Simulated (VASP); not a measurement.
```
CELL_PARAMETERS angstrom
0.00000 2.26750 2.26750
2.26750 0.00000 2.26750
2.26750 2.26750 0.00000
ATOMIC_POSITIONS crystal
Ga 0.00000 0.00000 0.00000
N 0.25000 0.25000 0.25000
```

| Quantity | Value |
| --- | --- |
| orbitals | LDA |
| datasets | PAW potentials of the _GW family |
| k mesh | 6×6×6 |
| bands in all | 235 |
| response cutoff | 180 eV |
| wave cutoff | 420.9 eV |
| frequencies | real axis, 200 points |
| long-wave heads | k·p |
| q → 0 term | probe-charge (Ewald) weight |
| potentials | Ga_d_GW, N_GW |
| band sums | cut at the band count |
| spin-orbit coupling | off |

Program: VASP. The Kohn-Sham gap (direct at Γ) is 1.61 eV and the electronic dielectric constant on this mesh 6.9.

(1) What G0W0 gap follows between the same band edges?

## Answers

(1) 2.74 eV, a change of +1.13 eV. The valence edge moves by -0.56 eV (Z = 0.76) and the conduction edge by +0.57 eV (Z = 0.79).

Band sums or response are cut, so the gap isn't at its basis limit. Filled d shells converge slowest, and with PAW files the limit can differ from the all-electron one by tenths of an eV. Meshes this coarse can overestimate the dielectric constant by a tenth and more.
